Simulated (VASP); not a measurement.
Consider the following.

```xyz
2
Lattice="0.0000 3.1708 3.1708 3.1708 0.0000 3.1708 3.1708 3.1708 0.0000" Properties=species:S:1:pos:R:3 pbc="T T T"
K      0.0000     0.0000     0.0000
Cl     3.1708     3.1708     3.1708
```

Computed with vdW-DF2, VASP's PBE PAW potentials (set 64) (plane waves; VASP). Settings: 520 eV cut-off, Gaussian smearing of 0.050 eV, potentials K_sv Cl.

Q: Give the energies of bands 6 to 11 at the high-symmetry points, in eV from the valence-band maximum.

A: 
```
band     Γ      X      U      L      W
----  ----  -----  -----  -----  -----
6     0.00  -0.67  -0.57  -1.06  -0.48
7     0.00  -0.23  -0.55  -0.31  -0.48
8     0.00  -0.23  -0.28  -0.31  -0.48
9     4.79   6.30   7.02   7.27   7.76
10    8.14   7.96   8.75   8.24   7.76
11    8.14   9.67   8.91  10.22   9.11
```

The gap is direct, 4.79 eV, from the valence maximum at Γ to the conduction minimum at Γ.

Measured: gap 8.50 eV (computed value off by -3.71 eV), as given by David Koller et al., Journal of Physics Condensed Matter (2013), arXiv:1304.4470.

The compound is KCl in the rock salt structure. It was relaxed first.
